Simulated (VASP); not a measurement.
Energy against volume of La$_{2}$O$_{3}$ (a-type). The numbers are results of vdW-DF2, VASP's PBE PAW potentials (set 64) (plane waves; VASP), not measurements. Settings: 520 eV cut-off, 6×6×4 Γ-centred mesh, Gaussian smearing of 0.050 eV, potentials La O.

Shape and ions are relaxed at each volume.

```json
[
 {"V (Å³/atom)": "16.553", "E (eV/atom)": "-6.49371"},
 {"V (Å³/atom)": "17.081", "E (eV/atom)": "-6.51148"},
 {"V (Å³/atom)": "17.609", "E (eV/atom)": "-6.51732"},
 {"V (Å³/atom)": "18.138", "E (eV/atom)": "-6.51279"}
]
```

**Question.** Fit these four points and predict the energy of the run at 18.666 Å³/atom.

**Answer.** A cubic in V^(−2/3), the third-order Birch-Murnaghan form, passes through the four points with V0 = 17.63 Å³/atom and B0 = 104 GPa, and gives -6.4993 eV/atom there. The run gave -6.4995 eV/atom, -0.2 meV/atom from the fit; all five points give B0 = 103 GPa.

The compound is La2O3 in the a-type structure. It was relaxed first, which changed the volume by +7 %.
